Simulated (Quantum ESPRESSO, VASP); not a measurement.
Input for VASP

**KPOINTS**
```
Automatic mesh
0
Gamma
5 5 5
0 0 0
```

### POSCAR
```
Ca2Si
1.0
  0.0000000000   3.5852350000   3.5852350000
  3.5852350000   0.0000000000   3.5852350000
  3.5852350000   3.5852350000   0.0000000000
Ca Si
2 1
Direct
  0.7500000000   0.7500000000   0.7500000000
  0.2500000000   0.2500000000   0.2500000000
  0.0000000000   0.0000000000   0.0000000000
```

INCAR:
```
SYSTEM = Ca2Si
PREC = Accurate
ENCUT = 300
EDIFF = 1E-6
NELM = 100
ALGO = Normal
LREAL = .FALSE.
LASPH = .TRUE.
ISMEAR = 0
SIGMA = 0.01
GGA = PS
LWAVE = .FALSE.
LCHARG = .FALSE.
ISIF = 2
```

POTCAR, in this order: Ca_sv Si (PBE.64 set). Program: vasp_std.

Problem. Translate it to Quantum ESPRESSO.

Solution. One input that does it (PBEsol, GBRV 1.5 ultrasoft (PBESOL) pseudopotentials):
```
&control
   calculation = 'scf',
   prefix = 'ca2si',
   outdir = './out',
   pseudo_dir = './',
   tprnfor = .true.,
   tstress = .true.,
/
&system
   ibrav = 2,
   celldm(1) = 13.55022448,
   nat = 3,
   ntyp = 2,
   ecutwfc = 40,
   ecutrho = 200,
   occupations = 'fixed',
   nbnd = 16,
/
&electrons
   conv_thr = 1.0e-11,
/
ATOMIC_SPECIES
Ca    40.0780  ca_pbesol_v1.uspp.F.UPF
Si    28.0850  si_pbesol_v1.uspp.F.UPF
ATOMIC_POSITIONS crystal
Ca    0.75000000    0.75000000    0.75000000
Ca    0.25000000    0.25000000    0.25000000
Si    0.00000000    0.00000000    0.00000000
K_POINTS automatic
5 5 5  0 0 0
```
Both are inputs of real runs that ended normally. What can't carry over is the choice of potentials or basis and its cut-off, and each code's defaults.

Fixed occupations appear in VASP as a very narrow Gaussian smearing.

The structure comes from a computed database's Ca2Si entry (Fm-3m); how it stands against other phases isn't given here. The cell was not relaxed at this level, and it may have been scaled.
